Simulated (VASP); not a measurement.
A VASP calculation is set up with these files.

File KPOINTS:
```
Automatic mesh
0
Gamma
6 6 6
0 0 0
```

INCAR:
```
SYSTEM = CoO
PREC = Accurate
ENCUT = 520
EDIFF = 1E-6
NELM = 60
ALGO = Normal
LREAL = .FALSE.
LASPH = .TRUE.
ISMEAR = 0
SIGMA = 0.05
GGA = PE
LMAXMIX = 4
ISPIN = 2
MAGMOM = 3.0 -3.0 0.0 0.0
LORBIT = 10
LWAVE = .FALSE.
LCHARG = .FALSE.
ISIF = 2
IMIX = 1
AMIX = 1.2
BMIX = 0.0001
```

POSCAR:
```
CoO
1
    4.3452000000     2.1726000000     2.1726000000
    2.1726000000     4.3452000000     2.1726000000
    2.1726000000     2.1726000000     4.3452000000
Co O
2 2
Direct
  0.0000000000   0.0000000000   0.0000000000
  0.5000000000   0.5000000000   0.5000000000
  0.2500000000   0.2500000000   0.2500000000
  0.7500000000   0.7500000000   0.7500000000
```

POTCAR, in this order: Co O (PBE.64 set). Program: vasp_std.

The resulting files:

standard output:
```
 POSCAR found type information on POSCAR CoO
 POSCAR found :  2 types and       4 ions
 Reading from existing POTCAR
 Reading from existing POTCAR
 LDA part: xc-table for (Slater+PW92), standard interpolation
 POSCAR, INCAR and KPOINTS ok, starting setup
 WAVECAR not read
 entering main loop
       N       E                     dE             d eps       ncg     rms          rms(c)
DAV:   1     0.250471592141E+03    0.25047E+03   -0.14657E+04  2448   0.190E+03
DAV:   2     0.421579074244E+01   -0.24626E+03   -0.23292E+03  2486   0.392E+02
DAV:   3    -0.300241435038E+02   -0.34240E+02   -0.32517E+02  3027   0.160E+02
DAV:   4    -0.316297253508E+02   -0.16056E+01   -0.15604E+01  2867   0.356E+01
DAV:   5    -0.316968576169E+02   -0.67132E-01   -0.61787E-01  3371   0.636E+00    0.199E+01
DAV:   6    -0.180603298783E+03   -0.14891E+03   -0.71721E+02  3479   0.402E+02    0.132E+02
DAV:   7    -0.103681101540E+04   -0.85621E+03   -0.17304E+04  3492   0.156E+03    0.260E+02
DAV:   8    -0.591706413972E+03    0.44510E+03   -0.38384E+04  3462   0.807E+02    0.110E+03

 -----------------------------------------------------------------------------
|                     _     ____    _    _    _____     _                     |
|                    | |   |  _ \  | |  | |  / ____|   | |                    |
|                    | |   | |_) | | |  | | | |  __    | |                    |
|                    |_|   |  _ <  | |  | | | | |_ |   |_|                    |
|                     _    | |_) | | |__| | | |__| |    _                     |
|                    (_)   |____/   \____/   \_____|   (_)                    |
|                                                                             |
|                                                                             |
|      internal error in RAD_INT: RHOPS /= RHOAE                              |
|                                                                             |
|     If you are not a developer, you should not encounter this problem.      |
|     Please submit a bug report.                                             |
|                                                                             |
 -----------------------------------------------------------------------------
```

### Question
Read the log: what went wrong, and how is it fixed?

### Answer
The cause: simple mixing (IMIX = 1) with AMIX above 1 overshoots. VASP stops with an error: internal error in RAD_INT: RHOPS /= RHOAE If you are not a developer, you should not encounter this problem. Please submit a bug report. To mend it, remove IMIX, remove AMIX, remove BMIX.

The mended run (PBE GGA, plane waves, VASP's PBE PAW potentials (set 64)) converges, and its OSZICAR ends with
```
   1 F= -.26277377E+02 E0= -.26276538E+02  d E =-.167860E-02  mag=     0.0000
```

The compound is CoO in the rock salt, AFM-II order structure. The cell was not relaxed at this level.
